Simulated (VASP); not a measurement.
All values below come from SCAN meta-GGA, VASP's PBE PAW potentials (set 64) (plane waves; VASP).

VASP input:

File KPOINTS:
```
Regular mesh
0
Gamma
 12 12 12
0 0 0
```

**POSCAR**
```
Ba
1
   -2.5243529894     2.5243529894     2.5243529894
    2.5243529894    -2.5243529894     2.5243529894
    2.5243529894     2.5243529894    -2.5243529894
Ba
1
Direct
  0.0000000000   0.0000000000   1.0000000000
```

INCAR:
```
LREAL = .FALSE.   # projection in real space or not
LWAVE = .FALSE.
LMAXMIX = 4
LASPH = .TRUE.
NELM = 100
METAGGA = SCAN
ALGO = Normal   # blocked Davidson
NEDOS = 601
ISMEAR = -5   # tetrahedra, Bloechl
EDIFF = 1E-7   # SCF stop (eV)
ENCUT = 520   # plane-wave cut-off (eV)
PREC = Accurate
LORBIT = 11   # lm-projected
LCHARG = .FALSE.
ISIF = 2   # forces and stress, cell fixed
LMIXTAU = .TRUE.
SYSTEM = Ba
```

File KPOINTS_OPT:
```
k-points along high-symmetry lines
10
Line-mode
Reciprocal
  0.000000   0.000000   0.000000 ! GAMMA
  0.500000  -0.500000   0.500000 ! H

  0.500000  -0.500000   0.500000 ! H
  0.000000  -0.000000   0.500000 ! N

  0.000000  -0.000000   0.500000 ! N
  0.000000   0.000000   0.000000 ! GAMMA

  0.000000   0.000000   0.000000 ! GAMMA
  0.250000   0.250000   0.250000 ! P

  0.250000   0.250000   0.250000 ! P
  0.500000  -0.500000   0.500000 ! H

  0.250000   0.250000   0.250000 ! P
  0.000000  -0.000000   0.500000 ! N
```

POTCAR, in this order: Ba_sv (PBE.64 set). Program: vasp_std.

Output of the run:

OUTCAR:
```
 ion  position               nearest neighbor table
   1  0.000  0.000  0.000-
  LATTYP: Found a body centered cubic cell.
 ALAT       =     5.0487059788
 Subroutine PRICEL returns:
 Original cell was already a primitive cell.
 Subroutine GETGRP returns: Found 48 space group operations
The static configuration has the point symmetry O_h .
The dynamic configuration has the point symmetry O_h .
 Subroutine INISYM returns: Found 48 space group operations
 Subroutine IBZKPT returns following result:
 Found     72 irreducible k-points:

 Following reciprocal coordinates:
            Coordinates               Weight
  0.000000  0.000000  0.000000      1.000000
  0.083333  0.000000  0.000000     12.000000
  0.166667  0.000000  0.000000     12.000000
  0.250000  0.000000  0.000000     12.000000
  0.333333  0.000000  0.000000     12.000000
  0.416667  0.000000  0.000000     12.000000
  0.500000  0.000000  0.000000      6.000000
  0.083333  0.083333  0.000000     24.000000
  0.166667  0.083333 -0.000000     48.000000
  0.250000  0.083333  0.000000     48.000000
  0.333333  0.083333 -0.000000     48.000000
  0.416667  0.083333 -0.000000     48.000000
  0.166667  0.166667  0.000000     24.000000
  0.250000  0.166667  0.000000     48.000000
  0.333333  0.166667 -0.000000     48.000000
  0.416667  0.166667  0.000000     24.000000
  0.250000  0.250000  0.000000     24.000000
  0.333333  0.250000  0.000000     48.000000
  0.333333  0.333333  0.000000      8.000000
  0.083333  0.083333  0.083333      8.000000
  0.166667  0.083333  0.083333     24.000000
  0.250000  0.083333  0.083333     24.000000
  0.333333  0.083333  0.083333     24.000000
  0.416667  0.083333  0.083333     12.000000
 -0.083333  0.083333  0.083333      6.000000
...
```

### OSZICAR
```
       N       E                     dE             d eps       ncg     rms          rms(c)
DAV:   1     0.210284530165E+02    0.21028E+02   -0.44631E+03  1296   0.941E+02
DAV:   2    -0.396569165979E+02   -0.60685E+02   -0.60085E+02  1538   0.160E+02
DAV:   3    -0.421490929648E+02   -0.24922E+01   -0.24830E+01  1659   0.374E+01
DAV:   4    -0.422116789536E+02   -0.62586E-01   -0.62619E-01  1999   0.508E+00
DAV:   5    -0.422121793014E+02   -0.50035E-03   -0.49939E-03  1840   0.331E-01    0.228E+00
DAV:   6    -0.391718045441E+02    0.30404E+01   -0.19175E+00  1846   0.883E+00    0.779E-01
DAV:   7    -0.395506944981E+02   -0.37889E+00   -0.17610E+00  1311   0.120E+01    0.475E-01
DAV:   8    -0.395874576065E+02   -0.36763E-01   -0.32047E-01  1997   0.385E+00    0.775E-01
DAV:   9    -0.395622589289E+02    0.25199E-01   -0.32402E-02  1346   0.249E+00    0.466E-01
DAV:  10    -0.395615212897E+02    0.73764E-03   -0.35684E-02  1387   0.224E+00    0.279E-01
DAV:  11    -0.395441376576E+02    0.17384E-01   -0.80940E-02  1379   0.188E+00    0.240E-01
DAV:  12    -0.395330741507E+02    0.11064E-01   -0.55826E-03  1473   0.802E-01    0.250E-01
DAV:  13    -0.395300023268E+02    0.30718E-02   -0.34736E-03  1439   0.476E-01    0.164E-01
DAV:  14    -0.395292783348E+02    0.72399E-03   -0.29443E-04  1898   0.173E-01    0.133E-01
DAV:  15    -0.395372205754E+02   -0.79422E-02   -0.21418E-02  1297   0.257E+00    0.671E-02
DAV:  16    -0.395434516776E+02   -0.62311E-02   -0.32539E-02  1296   0.307E+00    0.639E-02
DAV:  17    -0.395472371637E+02   -0.37855E-02   -0.31820E-03  1304   0.736E-01    0.751E-02
DAV:  18    -0.395473761667E+02   -0.13900E-03   -0.60441E-04  1711   0.155E-01    0.441E-02
DAV:  19    -0.395419620859E+02    0.54141E-02   -0.67821E-03  1298   0.106E+00    0.238E-02
DAV:  20    -0.395398063233E+02    0.21558E-02   -0.53856E-03  1300   0.101E+00    0.160E-02
DAV:  21    -0.395398297934E+02   -0.23470E-04   -0.13773E-04  1989   0.874E-02    0.185E-02
DAV:  22    -0.395398409273E+02   -0.11134E-04   -0.15786E-03  1301   0.550E-01    0.166E-02
DAV:  23    -0.395397445059E+02    0.96421E-04   -0.13212E-04  1308   0.170E-01    0.148E-02
DAV:  24    -0.395398147988E+02   -0.70293E-04   -0.71480E-05  1325   0.128E-01    0.138E-02
DAV:  25    -0.395397944981E+02    0.20301E-04   -0.30774E-05  1340   0.888E-02    0.119E-02
DAV:  26    -0.395397386507E+02    0.55847E-04   -0.92361E-05  1302   0.148E-01    0.943E-03
DAV:  27    -0.395397529705E+02   -0.14320E-04   -0.17686E-05  1322   0.597E-02    0.946E-03
DAV:  28    -0.395397431481E+02    0.98224E-05   -0.61877E-06  1324   0.361E-02    0.802E-03
DAV:  29    -0.395397479202E+02   -0.47722E-05   -0.14465E-05  1312   0.604E-02    0.535E-03
DAV:  30    -0.395397427320E+02    0.51883E-05   -0.58406E-06  1320   0.342E-02    0.506E-03
DAV:  31    -0.395397325506E+02    0.10181E-04   -0.71436E-06  1302   0.376E-02    0.375E-03
DAV:  32    -0.395397267400E+02    0.58106E-05   -0.52682E-06  1310   0.322E-02    0.265E-03
DAV:  33    -0.395397230024E+02    0.37376E-05   -0.19754E-06  1320   0.201E-02    0.190E-03
DAV:  34    -0.395397192379E+02    0.37645E-05   -0.97916E-06  1302   0.439E-02    0.984E-04
DAV:  35    -0.395397186762E+02    0.56168E-06   -0.19570E-06  1320   0.178E-02    0.889E-04
DAV:  36    -0.395397181586E+02    0.51763E-06   -0.67351E-07  1384   0.120E-02    0.107E-03
DAV:  37    -0.395397181149E+02    0.43719E-07   -0.24518E-07  1326   0.809E-03
   1 F= -.39539718E+02 E0= -.39539718E+02  d E =0.000000E+00
       N       E                     dE             ncg
```

**OUTCAR**
```
------------------------ aborting loop because EDIFF is reached ----------------------------------------
  FORCE on cell =-STRESS in cart. coord.  units (eV):
  Direction    XX          YY          ZZ          XY          YZ          ZX
  --------------------------------------------------------------------------------------
  Total        0.0136485      0.0136485      0.0136485      0.0000000      0.0000000      0.0000000
  in kB        0.3398480      0.3398480      0.3398480      0.0000000      0.0000000      0.0000000
  external PRESSURE =       0.3398480 kB  Pullay stress =       0.0000000 kB
  volume of cell :       64.34
      direct lattice vectors                 reciprocal lattice vectors
    -2.524352989  2.524352989  2.524352989     0.000000000  0.198070556  0.198070556
     2.524352989 -2.524352989  2.524352989     0.198070556  0.000000000  0.198070556
     2.524352989  2.524352989 -2.524352989     0.198070556  0.198070556  0.000000000
 POSITION                                       TOTAL-FORCE (eV/Angst)
 -----------------------------------------------------------------------------------
      0.00000      0.00000      0.00000        -0.000000      0.000000     -0.000000
 -----------------------------------------------------------------------------------
    total drift:                                0.000000     -0.000000      0.000000
  FREE ENERGIE OF THE ION-ELECTRON SYSTEM (eV)
  ---------------------------------------------------
  free  energy   TOTEN  =       -39.5397181149 eV

  energy  without entropy=      -39.5397181149  energy(sigma->0) =      -39.53971811

 total charge

# of ion       s       p       d       tot
------------------------------------------
    1        2.065   5.551   0.253   7.869
```
(Selected blocks of OUTCAR.)

File OUTCAR:
```
 val. band max:        1.6613175468   @ k =  -0.4167  -0.4167   0.1667

 cond. band min:       1.6010174981   @ k =  -0.4167   0.5000   0.2500


 Fermi energy:         1.6140393960

 k-point     1 :       0.0000    0.0000    0.0000
  band No.  band energies     occupation
      1     -28.3449      2.00000
      2     -12.8297      2.00000
      3     -12.8297      2.00000
      4     -12.8297      2.00000
      5      -1.2313      2.00000
      6       3.7105      0.00000
      7       3.7105      0.00000
      8       3.7105      0.00000
      9       5.0714      0.00000

 k-point     2 :       0.0833    0.0000    0.0000
  band No.  band energies     occupation
      1     -28.3421      2.00000
      2     -12.8616      2.00000
      3     -12.8393      2.00000
      4     -12.8298      2.00000
      5      -1.0989      2.00000
      6       3.5925      0.00000
      7       3.6384      0.00000
      8       3.8443      0.00000
      9       4.8860      0.00000

 k-point     3 :       0.1667    0.0000    0.0000
  band No.  band energies     occupation
      1     -28.3344      2.00000
      2     -12.9472      2.00000
      3     -12.8655      2.00000
      4     -12.8302      2.00000
      5      -0.7262      2.00000
      6       3.3104      0.00000
      7       3.3312      0.00000
      8       4.2394      0.00000
      9       4.7339      0.00000

 k-point     4 :       0.2500    0.0000    0.0000
  band No.  band energies     occupation
      1     -28.3238      2.00000
      2     -13.0602      2.00000
      3     -12.9010      2.00000
      4     -12.8309      2.00000
      5      -0.1926      2.00000
      6       2.8956      0.00000
      7       2.9901      0.00000
      8       4.8458      0.00000
      9       4.8748      0.00000

 k-point     5 :       0.3333    0.0000    0.0000
  band No.  band energies     occupation
      1     -28.3132      2.00000
      2     -13.1693      2.00000
      3     -12.9359      2.00000
...
```

For a metal the tetrahedron method with Blöchl corrections gives inexact stress and forces. Unless said otherwise, spin-orbit coupling is left out, though it shifts the bands of the heavy elements here.

The compound is Ba in the bcc structure. It was relaxed first.
